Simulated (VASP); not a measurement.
Consider the following.

```
CELL_PARAMETERS angstrom
      0.00000     2.90004     2.90004
      2.90004     0.00000     2.90004
      2.90004     2.90004     0.00000
ATOMIC_POSITIONS crystal
  Al 0.25000 0.25000 0.25000
  Al 0.75000 0.75000 0.75000
  Pt 0.00000 0.00000 0.00000
```

Level of theory: PBE GGA, VASP's PBE PAW potentials (set 64) (plane waves; VASP 6.6.1). Numerical set-up: 300 eV cut-off, 13×13×13 Γ-centred mesh, Fermi-Dirac smearing of 0.10 eV, potentials Al Pt.

At this cut-off the stress carries a Pulay error, which pulls relaxed volumes low.

### Question
Give the stress tensor in GPa (positive for a compressed cell).

### Answer

```
11.03   0.00   0.00
 0.00  11.03   0.00
 0.00   0.00  11.03
```
The pressure is its mean diagonal, 11.03 GPa.

The structure is a typed PtAl2 crystal. The cell was not relaxed at this level.
